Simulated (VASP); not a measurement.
Given:

```
CELL_PARAMETERS angstrom
      0.00000     3.26380     3.26380
      3.26380     0.00000     3.26380
      3.26380     3.26380     0.00000
ATOMIC_POSITIONS crystal
  Na 0.00000 0.00000 0.00000
  I  0.50000 0.50000 0.50000
```

Level of theory: HSEsol screened hybrid, VASP's PBE PAW potentials (set 64) (plane waves; VASP 6.6.1). Numerical set-up: 520 eV cut-off, 6×6×6 Γ-centred mesh, Gaussian smearing of 0.050 eV, potentials Na_pv I.

Unless said otherwise, spin-orbit coupling is left out, though it shifts the bands of the heavy elements here.

Task: Estimate the energy per atom (σ→0), band gap (over the mesh, the named points and PBE's band edges) with the smallest direct gap where there is one.

Result: 
| Item | Result |
|---|---|
| band gap (over the mesh, the named points and PBE's band edges) | 4.47 eV |
| smallest direct gap (over the mesh, the named points and PBE's band edges) | 4.47 eV |
| energy per atom (σ→0) | -3.238 eV/atom |

Only differences to runs with the same potentials and settings are physical.

The compound is NaI in the rock salt structure. It was relaxed first.
